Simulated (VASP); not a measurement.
Crystal: Ta2SiN2.

```
CELL_PARAMETERS angstrom
4.86160 0.00000 0.00000
0.00000 4.86160 0.00000
0.00000 0.00000 6.66986
ATOMIC_POSITIONS crystal
Ta 0.00000 0.50000 0.50000
Ta 0.50000 0.00000 0.00000
Ta 0.50000 0.50000 0.25000
Ta 0.50000 0.50000 0.75000
Si 0.00000 0.00000 0.25000
Si 0.00000 0.00000 0.75000
N 0.67139 0.00000 0.50000
N 0.32861 0.00000 0.50000
N 0.00000 0.67139 0.00000
N 0.00000 0.32861 0.00000
```

The cell was built by a generator and needn't be a form met in nature.

```yaml
Program: VASP 6.6.1
Task: relaxation of cell and atoms
Functional: PBE
Potentials_or_basis: VASP PAW PBE potentials, release 64 (Ta_pv, Si, N)
Cutoff: 520 eV
k_mesh: 3 × 3 × 2
Occupations: gaussian, width 0.15 eV
Spin: no spin polarisation
```

At the start: pressure -22.7 GPa; volume 15.76 Å³/atom.

How do energy, volume and symmetry change on relaxing?

Over 20 steps the energy falls by 1113.6 meV/atom and the volume is 12.65 Å³/atom (-19.8 %); space group P4_2/mmc (No. 131, to 0.05 Å).

Step by step:
```csv
step,energy change (eV),largest force (eV/Å),pressure (GPa),volume (Å³)
1,0.0000,0.4348,-22.66,157.64
2,-3.7446,0.3644,26.17,111.68
3,-4.0779,0.3891,10.17,119.71
4,-6.5667,5.5787,40.01,107.02
5,-6.5119,6.3183,43.52,106.13
6,-7.9554,5.3915,40.42,106.81
7,-8.8243,2.8600,44.06,107.18
8,-10.1299,0.6489,24.28,112.81
9,-10.7258,0.9202,6.82,119.47
10,-10.7512,1.1771,3.20,121.10
11,-10.7513,1.2160,2.61,121.39
12,-10.8154,0.9385,1.56,122.16
13,-10.9216,0.0433,-0.54,124.49
14,-10.9267,0.4144,-1.13,125.22
15,-10.9728,0.4821,-0.54,125.32
16,-11.0711,0.8401,0.74,125.55
17,-10.9697,1.8942,5.45,125.71
18,-11.0936,1.0753,1.67,125.63
19,-11.1347,0.1703,0.26,126.33
20,-11.1362,0.0255,-0.18,126.50
```

Final structure:
```
Ta Si N
1.0
     3.73876    0.00000    0.00000
     0.00000    3.73876    0.00000
     0.00000    0.00000    9.04989
Ta Si N
4 2 4
Direct
  0.00000 0.50000 0.50000
  0.50000 0.00000 0.00000
  0.50000 0.50000 0.25000
  0.50000 0.50000 0.75000
  0.00000 0.00000 0.25000
  0.00000 0.00000 0.75000
  0.67877 0.00000 0.50000
  0.32123 0.00000 0.50000
  0.00000 0.67877 0.00000
  0.00000 0.32123 0.00000
```

Caveat: the k mesh is coarse (spacing up to 0.47 Å⁻¹), so the values aren't converged; the volume moved by over 15 % at a fixed basis, so the end points are rough.
